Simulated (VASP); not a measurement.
# Cs2NaZnF6 (Fm-3m) in VASP: single point with PBE

Aim: the single point of Cs2NaZnF6 with PBE.

All numbers are computed with VASP 6.6.1; they aren't measurements. Logs are shortened: lines on timing, memory, paths and dates and some standing lists are left out, and cuts for length are marked.

## (1) The crystal as given

Symmetry: Fm-3m, No. 225, cubic system. Conventional cell: a = 8.517 Å, b = 8.517 Å, c = 8.517 Å, α = 90.00°, β = 90.00°, γ = 90.00°. Zn (site symmetry m-3m) is surrounded by 6 F at 1.95 Å. F (site symmetry 4mm) is surrounded by 1 Zn at 1.95 Å. Around Cs (site symmetry -43m) lie 12 F at 3.02 Å. Na (site symmetry m-3m) is surrounded by 6 F at 2.31 Å.

The cell was built by a generator and needn't be a form met in nature.

## (2) Single point, PBE

Contents of INCAR:

```
ALGO = Fast
EDIFF = 1E-7
ENCUT = 520
GGA = PE
ISIF = 2
ISMEAR = -1
LASPH = True
LCHARG = True
LELF = True
LREAL = False
LVHAR = True
LWAVE = False
NBANDS = 50
NELM = 100
PREC = Accurate
SIGMA = 0.1
```

Contents of KPOINTS:

```
k-points
0
Gamma
  7 7 7
```

Contents of POSCAR:

```
Cs2NaZnF6
1.0
    0.0000000000      4.2586920000      4.2586920000
    4.2586920000      0.0000000000      4.2586920000
    4.2586920000      4.2586920000      0.0000000000
Zn F Cs Na
1 6 2 1
Direct
    0.0000000000      0.0000000000      0.0000000000
    0.7716000000      0.2284000000      0.2284000000
    0.2284000000      0.7716000000      0.2284000000
    0.2284000000      0.7716000000      0.7716000000
    0.7716000000      0.2284000000      0.7716000000
    0.2284000000      0.2284000000      0.7716000000
    0.7716000000      0.7716000000      0.2284000000
    0.2500000000      0.2500000000      0.2500000000
    0.7500000000      0.7500000000      0.7500000000
    0.5000000000      0.5000000000      0.5000000000
```

Potentials or basis: VASP PAW PBE potentials, release 64 (Zn, F, Cs_sv, Na_pv).

The run is started by

```bash
cat potpaw_PBE.64/Zn/POTCAR potpaw_PBE.64/F/POTCAR potpaw_PBE.64/Cs_sv/POTCAR potpaw_PBE.64/Na_pv/POTCAR > POTCAR
mpirun -np 1 vasp_std > vasp.out
```

OUTCAR:

```text
EDIFF = 1E-7
   ENCUT = 520
   GGA = PE
   ISIF = 2
   ISMEAR = -1
   LASPH = True
   LREAL = False
   NELM = 100
   PREC = Accurate

 ion  position               nearest neighbor table
   1  0.000  0.000  0.000-   2 1.95   3 1.95   4 1.95   5 1.95   6 1.95   7 1.95
   2  0.772  0.228  0.228-   1 1.95  10 2.31
   3  0.228  0.772  0.228-   1 1.95  10 2.31
   4  0.228  0.772  0.772-   1 1.95  10 2.31
   5  0.772  0.228  0.772-   1 1.95  10 2.31
   6  0.228  0.228  0.772-   1 1.95  10 2.31
   7  0.772  0.772  0.228-   1 1.95  10 2.31
   8  0.250  0.250  0.250-
   9  0.750  0.750  0.750-
  10  0.500  0.500  0.500-   2 2.31   3 2.31   4 2.31   5 2.31   6 2.31   7 2.31

  LATTYP: Found a face centered cubic cell.
 ALAT       =     8.5173840000

  Lattice vectors:

 A1 = (   0.0000000000,   4.2586920000,   4.2586920000)
 A2 = (   4.2586920000,   0.0000000000,   4.2586920000)
 A3 = (   4.2586920000,   4.2586920000,   0.0000000000)

Analysis of symmetry for initial positions (statically):
=====================================================================
 Subroutine PRICEL returns:
 Original cell was already a primitive cell.

 Routine SETGRP: Setting up the symmetry group for a
 face centered cubic supercell.

 Subroutine GETGRP returns: Found 48 space group operations
 (whereof 48 operations were pure point group operations)
 out of a pool of 48 trial point group operations.

The static configuration has the point symmetry O_h .

Analysis of symmetry for dynamics (positions and initial velocities):
=====================================================================
 Subroutine PRICEL returns:
 Original cell was already a primitive cell.

 Routine SETGRP: Setting up the symmetry group for a
 face centered cubic supercell.

 Subroutine GETGRP returns: Found 48 space group operations
 (whereof 48 operations were pure point group operations)
 out of a pool of 48 trial point group operations.

The dynamic configuration has the point symmetry O_h .

 Subroutine INISYM returns: Found 48 space group operations
 (whereof 48 operations are pure point group operations),
 and found     1 'primitive' translations

----------------------------------------------------------------------------------------

                                     Primitive cell

  volume of cell :     154.4752

  direct lattice vectors                    reciprocal lattice vectors
     0.000000000  4.258692000  4.258692000    -0.117406941  0.117406941  0.117406941
     4.258692000  0.000000000  4.258692000     0.117406941 -0.117406941  0.117406941
     4.258692000  4.258692000  0.000000000     0.117406941  0.117406941 -0.117406941

  length of vectors
     6.022699984  6.022699984  6.022699984     0.203354787  0.203354787  0.203354787

  position of ions in fractional coordinates (direct lattice)
     0.000000000  0.000000000  0.000000000
     0.771600000  0.228400000  0.228400000
     0.228400000  0.771600000  0.228400000
     0.228400000  0.771600000  0.771600000
     0.771600000  0.228400000  0.771600000
     0.228400000  0.228400000  0.771600000
     0.771600000  0.771600000  0.228400000
     0.250000000  0.250000000  0.250000000
     0.750000000  0.750000000  0.750000000
     0.500000000  0.500000000  0.500000000

  ion indices of the primitive-cell ions
   primitive index   ion index
                 1           1
                 2           2
                 3           3
                 4           4
                 5           5
                 6           6
                 7           7
                 8           8
                 9           9
                10          10

----------------------------------------------------------------------------------------

 KPOINTS: k-points

Automatic generation of k-mesh.
 Grid dimensions read from file:
 generate k-points for:    7    7    7

 Generating k-lattice:

  Cartesian coordinates                     Fractional coordinates (reciprocal lattice)
    -0.016772420  0.016772420  0.016772420     0.142857143  0.000000000  0.000000000
     0.016772420 -0.016772420  0.016772420     0.000000000  0.142857143  0.000000000
     0.016772420  0.016772420 -0.016772420     0.000000000  0.000000000  0.142857143

  Length of vectors
     0.029050684  0.029050684  0.029050684

  Shift w.r.t. Gamma in fractional coordinates (k-lattice)
     0.000000000  0.000000000  0.000000000

 Subroutine IBZKPT returns following result:
 ===========================================

 Found     20 irreducible k-points:

 Following reciprocal coordinates:
            Coordinates               Weight
  0.000000  0.000000  0.000000      1.000000
  0.142857  0.000000  0.000000      8.000000
  0.285714  0.000000  0.000000      8.000000
  0.428571  0.000000  0.000000      8.000000
  0.142857  0.142857  0.000000      6.000000
  0.285714  0.142857  0.000000     24.000000
[... 12 lines left out ...]
 -0.428571  0.428571  0.142857     24.000000
 -0.285714  0.428571  0.142857     24.000000
   k-points           NKPTS =     20   k-points in BZ     NKDIM =     20   number of bands    NBANDS=     50
   number of dos      NEDOS =    301   number of ions     NIONS =     10
   total plane-waves  NPLWV = 110592
   dimension x,y,z NGX =    48 NGY =   48 NGZ =   48
   dimension x,y,z NGXF=    96 NGYF=   96 NGZF=   96
   ions per type =               1   6   2   1
   NGX,Y,Z   is equivalent  to a cutoff of  13.25, 13.25, 13.25 a.u.
   NGXF,Y,Z  is equivalent  to a cutoff of  26.50, 26.50, 26.50 a.u.
 SYSTEM =  unknown system
   PREC   = accura    normal or accurate (medium, high low for compatibility)
   ISTART =      0    job   : 0-new  1-cont  2-samecut
   ICHARG =      2    charge: 1-file 2-atom 10-const
   ISPIN  =      1    spin polarized calculation?
   LNONCOLLINEAR =      F non collinear calculations
   LSORBIT =      F    spin-orbit coupling
   LASPH  =      T    aspherical Exc in radial PAW
   ENCUT  =  520.0 eV  38.22 Ry    6.18 a.u.  11.20 11.20 11.20*2*pi/ulx,y,z
   NELM   =    100;   NELMIN=  2; NELMDL= -5     # of ELM steps
   EDIFF  = 0.1E-06   stopping-criterion for ELM
   LREAL  =      F    real-space projection
   EDIFFG = 0.1E-05   stopping-criterion for IOM
   NSW    =      0    number of steps for IOM
   IBRION =     -1    ionic relax: 0-MD 1-quasi-New 2-CG
   NFREE  =      0    steps in history (QN), initial steepest desc. (CG)
   ISIF   =      2    stress and relaxation
   ISYM   =      2    0-nonsym 1-usesym 2-fastsym
   POTIM  = 0.5000    time-step for ionic-motion
   TEBEG  =    0.0;   TEEND  =   0.0 temperature during run
   PSTRESS=    0.0 pullay stress
   NELECT =      79.0000    total number of electrons
   NUPDOWN=      -1.0000    fix difference up-down
   EMIN   =  10.00;   EMAX   =-10.00  energy-range for DOS
   EFERMI =   0.00;   METHOD = LEGACY
   ISMEAR =    -1;   SIGMA  =   0.10  broadening in eV -4-tet -1-fermi 0-gaus
   EFERMI_NEDOS =   21; number of points for ismear=-14 and -15
   IALGO  =     68    algorithm
   IMIX   =      4    mixing-type and parameters
     AMIX     =   0.40;   BMIX     =  1.00
     AMIX_MAG =   1.60;   BMIX_MAG =  1.00
  volume/ion in A,a.u.               =      15.45       104.24
  Fermi-wavevector in a.u.,A,eV,Ry     =   1.309175  2.473982 23.319550  1.713939
  Thomas-Fermi vector in A             =   2.439791
   LORBIT       =      0    0 simple, 1 ext, 2 COOP (PROOUT), +10 PAW based schemes
   GGA     = PE    functional components
   LHFCALC =     F    Hartree Fock is set to
   AEXX    =    0.0000 exact exchange contribution
   IVDW    =     0    specifies the selected vdW correction
   LEPSILON=     F    determine dielectric tensor
   LRPA    =     F    only Hartree local field effects (RPA)
 non-spin polarized calculation
 RMM-DIIS sequential band-by-band and
  energy-cutoff  :      520.00
  volume of cell :      154.48
 maximum number of plane-waves:      4176
 NGX is ok and might be reduce to    48
   NGX = 23   NGY = 23   NGZ = 23

 number of electron      78.9999998 magnetization

 Free energy of the ion-electron system (eV)
  ---------------------------------------------------
  ext. energy  EPLUGINS =         0.00000000
  ---------------------------------------------------
  free energy    TOTEN  =       -38.58980079 eV

  energy without entropy =      -38.35913588  energy(sigma->0) =      -38.47446833

 E-fermi :  -1.2709     XC(G=0):  -9.7272

 val. band max:       -1.3009503696   @ k =   0.1429   0.1429   0.0000
 cond. band min:       5.5264389574   @ k =   0.0000   0.0000   0.0000
 fundamental gap:      6.8273893270
 Fermi energy:        -1.2709006503

 k-point     1 :       0.0000    0.0000    0.0000
  band No.  band energies     occupation
      1     -21.8204      2.00000
      2     -21.4655      2.00000
      3     -21.4655      2.00000
      4     -21.4655      2.00000
      5     -21.1452      2.00000
      6     -21.1452      2.00000
[... 42 lines left out ...]
     49      10.2310      0.00000
     50      10.3043      0.00000

 k-point     2 :       0.1429    0.0000    0.0000
  band No.  band energies     occupation
      1     -21.8183      2.00000
      2     -21.4565      2.00000
      3     -21.4565      2.00000
      4     -21.4496      2.00000
      5     -21.1626      2.00000
      6     -21.1626      2.00000
[... 42 lines left out ...]
     49      10.2650      0.00000
     50      10.3542      0.00000

 k-point     3 :       0.2857    0.0000    0.0000
  band No.  band energies     occupation
      1     -21.8124      2.00000
      2     -21.4327      2.00000
      3     -21.4327      2.00000
      4     -21.4106      2.00000
      5     -21.2033      2.00000
      6     -21.2033      2.00000
[... 890 lines left out ...]
     49      10.3632      0.00000
     50      10.7808      0.00000

 k-point    20 :      -0.2857    0.4286    0.1429
  band No.  band energies     occupation
      1     -21.7223      2.00000
      2     -21.4916      2.00000
      3     -21.4685      2.00000
      4     -21.3355      2.00000
      5     -21.2764      2.00000
      6     -21.1888      2.00000
[... 42 lines left out ...]
     49      10.3679      0.00000
     50      10.5317      0.00000

------------------------ aborting loop because EDIFF is reached ----------------------------------------

  FORCE on cell =-STRESS in cart. coord.  units (eV):
  Direction    XX          YY          ZZ          XY          YZ          ZX
  --------------------------------------------------------------------------------------
  -------------------------------------------------------------------------------------
  Total        6.9583456      6.9583456      6.9583456      0.0000000     -0.0000000      0.0000000
  in kB       72.1701966     72.1701966     72.1701966      0.0000000     -0.0000000      0.0000000
  external PRESSURE =      72.1701966 kB  Pullay stress =       0.0000000 kB

 VOLUME and BASIS-vectors are now :
 -----------------------------------------------------------------------------
  energy-cutoff  :      520.00
  volume of cell :      154.48
      direct lattice vectors                 reciprocal lattice vectors
     0.000000000  4.258692000  4.258692000    -0.117406941  0.117406941  0.117406941
     4.258692000  0.000000000  4.258692000     0.117406941 -0.117406941  0.117406941
     4.258692000  4.258692000  0.000000000     0.117406941  0.117406941 -0.117406941

 POSITION                                       TOTAL-FORCE (eV/Angst)
 -----------------------------------------------------------------------------------
      0.00000      0.00000      0.00000        -0.000000     -0.000000     -0.000000
      1.94537      4.25869      4.25869         0.490721     -0.000000     -0.000000
      4.25869      1.94537      4.25869        -0.000000      0.490721     -0.000000
      6.57201      4.25869      4.25869        -0.490721     -0.000000     -0.000000
      4.25869      6.57201      4.25869        -0.000000     -0.490721     -0.000000
      4.25869      4.25869      1.94537        -0.000000     -0.000000      0.490721
      4.25869      4.25869      6.57201        -0.000000     -0.000000     -0.490721
      2.12935      2.12935      2.12935        -0.000000     -0.000000     -0.000000
      6.38804      6.38804      6.38804         0.000000     -0.000000      0.000000
      4.25869      4.25869      4.25869        -0.000000     -0.000000     -0.000000
 -----------------------------------------------------------------------------------
    total drift:                                0.000000     -0.000000     -0.000000

  FREE ENERGIE OF THE ION-ELECTRON SYSTEM (eV)
  ---------------------------------------------------
  free  energy   TOTEN  =       -38.5898007862 eV

  energy  without entropy=      -38.3591358799  energy(sigma->0) =      -38.47446833
```

Wall time 2.3 min (1 thread of Intel Xeon 6975P-C (Granite Rapids), shared host); peak memory 0.4 GiB.

What came out:

```yaml
Free_energy: -38.5898 eV
Pressure: 7.2 GPa
Largest_force: 0.491 eV/Å
Band_gap_on_the_k_mesh: none (metal or under the smearing width)
```

Forces in eV/Å, atoms in the order of the input:
```
Zn   0.000  0.000  0.000
F    0.491  0.000  0.000
F    0.000  0.491  0.000
F   -0.491  0.000  0.000
F    0.000 -0.491  0.000
F    0.000  0.000  0.491
F    0.000  0.000 -0.491
Cs   0.000  0.000  0.000
Cs   0.000  0.000  0.000
Na   0.000  0.000  0.000
```

Caveat: an odd number of electrons without spin polarisation forces a metal; a magnetic or distorted state may lie lower. The run has no spin-orbit coupling, so splittings on Cs are missing.
